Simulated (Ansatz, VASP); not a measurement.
This is a calculation of KZr2 for VASP 6.6.1. The cell comes from a database or a generator and needn't be the stable form of this composition.

INCAR

```
  ALGO = Normal
  EDIFF = 1E-6
  EDIFFG = -0.01
  ENCUT = 600
  GGA = PE
  IBRION = 2
  ISIF = 3
  ISMEAR = -1
  LASPH = True
  LCHARG = False
  LREAL = False
  LWAVE = False
  NELM = 100
  NSW = 60
  PREC = Accurate
  SIGMA = 0.05
```

File KPOINTS:

```
k-points
0
Gamma
  5 5 5
```

The input POSCAR:

```
KZr2
1.0
    0.0000000000      3.5791200000      3.5791200000
    3.5791200000      0.0000000000      3.5791200000
    3.5791200000      3.5791200000      0.0000000000
K Zr
1 2
Direct
    0.0000000000      0.0000000000      0.0000000000
    0.2500000000      0.2500000000      0.2500000000
    0.7500000000      0.7500000000      0.7500000000
```

Potentials or basis: VASP PAW PBE potentials, release 64 (K_sv, Zr_sv).

Launch:

```bash
$ cat potpaw_PBE.64/K_sv/POTCAR potpaw_PBE.64/Zr_sv/POTCAR > POTCAR
$ mpirun -np 1 vasp_std > vasp.out
```

Problem. Translate it to Ansatz 0.2.0. Potentials or basis there: Ansatz PAW, cutoff 420 eV.

Solution. As run (cutoffs and basis follow the program's own potentials, and thresholds, step limits or extra output files can differ):

The input input.yaml:

```yaml
crystal:
  lattice:
    - [0.0, 3.57912, 3.57912]
    - [3.57912, 0.0, 3.57912]
    - [3.57912, 3.57912, 0.0]
  atoms:
    - { symbol: K, position: [0.0, 0.0, 0.0] }
    - { symbol: Zr, position: [0.25, 0.25, 0.25] }
    - { symbol: Zr, position: [0.75, 0.75, 0.75] }
hamiltonian:
  xc: pbe
  pseudopotentials: { kind: paw }
kpoints:
  mp_grid: { grid: [5, 5, 5] }
scf:
  occupations: { method: fermi_dirac, width: 0.05 }
output:
  forces: true
  stress: true
  eigenvalues: true
relax:
  f_tol: 0.01
  max_steps: 40
  cell: { stress_tol: 0.05 }
```

Potentials or basis: Ansatz PAW.

Launch:

```bash
$ ansatz run input.yaml --threads 2 --pin off --max-ram 5632MiB --backend cpu --events-out ev --progress --plain --runs-dir out
```

Both were run:

|  | VASP | Ansatz |
| --- | --- | --- |
| Relaxed volume | 30.57 Å³/atom | 30.51 Å³/atom |
| Relaxed cell | a = 5.062 Å, b = 5.062 Å, c = 5.062 Å, α = 60.00°, β = 60.00°, γ = 60.00° | a = 5.059 Å, b = 5.059 Å, c = 5.059 Å, α = 60.00°, β = 60.00°, γ = 60.00° |
| Space group after relaxing | Fm-3m (No. 225) | Fm-3m (No. 225) |
| Pressure after relaxing | 0.0 GPa | 0.0 GPa |

Ansatz's pressure holds a Pulay term of +0.01 GPa for its cutoff of 420 eV, which the other run lacks.

Where Ansatz's input types no cutoff or centring, it takes its own default and a Γ-centred mesh.

Pressure is positive in compression.
